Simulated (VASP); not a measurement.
Here is the system:

```
Ni3Pt
1.0
    0.00000     3.02557     3.02557
    3.02557     0.00000     3.02557
    3.02557     3.02557     0.00000
Pt Ni
1 3
Cartesian
  0.00000   0.00000   0.00000
  3.02557   3.02557   3.02557
  1.51279   1.51279   1.51279
  4.53836   4.53836   4.53836
```
Starting moments (μB, in the order of the record's atoms Pt Ni Ni Ni): 0.0 2.0 2.0 2.0.

The numbers are results of PBE GGA, VASP's PBE PAW potentials (set 64) (plane waves; VASP 6.6.1), not measurements. Settings: 300 eV cut-off, 7×7×7 Γ-centred mesh, Gaussian smearing of 0.14 eV, potentials Pt Ni.

Task: Give the spin-up energies of bands 11 to 24 at the high-symmetry points, in eV from the Fermi level.

Result: 
| band | Γ | X | U | L | W |
|---|---|---|---|---|---|
| 11 | -2.07 | -1.75 | -1.79 | -2.40 | -1.96 |
| 12 | -2.07 | -1.75 | -1.50 | -2.40 | -1.90 |
| 13 | -0.89 | -1.33 | -1.43 | -0.94 | -1.31 |
| 14 | -0.89 | -1.24 | -1.38 | -0.94 | -1.24 |
| 15 | -0.79 | -1.00 | -1.21 | -0.88 | -1.18 |
| 16 | -0.79 | -0.94 | -0.99 | -0.88 | -1.18 |
| 17 | -0.55 | -0.81 | -0.89 | -0.86 | -0.73 |
| 18 | -0.55 | -0.66 | -0.78 | -0.86 | -0.51 |
| 19 | -0.36 | -0.24 | -0.74 | -0.67 | -0.51 |
| 20 | -0.36 | -0.11 | -0.48 | -0.67 | -0.38 |
| 21 | -0.36 | -0.11 | -0.14 | -0.57 | 0.09 |
| 22 | 6.85 | 0.18 | 0.13 | -0.21 | 0.12 |
| 23 | 6.85 | 0.44 | 0.36 | 5.75 | 0.12 |
| 24 | 6.85 | 0.44 | 2.08 | 5.75 | 0.64 |

Task: Give the spin-down energies of bands 11 to 24 at the high-symmetry points, in eV from the Fermi level.

Result: 
```
band      Γ      X      U      L      W
----  -----  -----  -----  -----  -----
11    -1.30  -0.93  -1.35  -1.67  -1.52
12    -1.30  -0.93  -1.14  -1.67  -1.47
13    -0.35  -0.60  -0.83  -0.37  -0.64
14    -0.35  -0.46  -0.76  -0.37  -0.60
15    -0.21  -0.36  -0.60  -0.33  -0.60
16    -0.21  -0.35  -0.36  -0.33  -0.53
17    -0.12  -0.23  -0.24  -0.08   0.16
18    -0.12  -0.16  -0.12  -0.08   0.28
19     0.46   0.25  -0.06  -0.02   0.28
20     0.46   0.41   0.29  -0.02   0.35
21     0.46   0.41   0.61   0.25   0.50
22     7.04   0.54   0.66   0.44   0.50
23     7.04   0.69   0.77   5.94   0.52
24     7.04   0.69   2.20   5.94   0.88
```

It has no gap at this level: it comes out as a metal or semimetal.

The structure was generated: Ni3Pt was put into an ordered model structure, which need not be its known phase. The cell was not relaxed at this level.
